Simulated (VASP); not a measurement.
Given:

```
Cd
1.0
    1.45363    -2.51776     0.00000
    1.45363     2.51776     0.00000
    0.00000     0.00000     5.39147
Cd
2
Cartesian
  1.45363   0.83926   1.34787
  1.45363  -0.83926   4.04360
```

The numbers are results of PBEsol GGA, VASP's PBE PAW potentials (set 64) (plane waves; VASP), not measurements. Run with 520 eV cut-off, 14×14×7 Γ-centred mesh, first-order Methfessel-Paxton smearing of 0.10 eV, potentials Cd.

Task: The ions and cell shape at fixed volume are relaxed. Give the cell that the relaxation ends in.

Result: 
```
Cd
1.0
    1.48309    -2.56878     0.00000
    1.48309     2.56878     0.00000
    0.00000     0.00000     5.17943
Cd
2
Direct
  0.33333   0.66667   0.25000
  0.66667   0.33333   0.75000
```
Space group P6_3/mmc (194), at a tolerance of 0.03 Å.

Task: How much energy does the relaxation gain?

Result: The energy (σ→0) changes by -8.1 meV/atom, in 6 ionic steps.

The compound is Cd in the hcp structure. This cell is one point of a volume scan, at 0.94 of the reference volume. Symmetry was kept, so distortions that lower it aren't found.
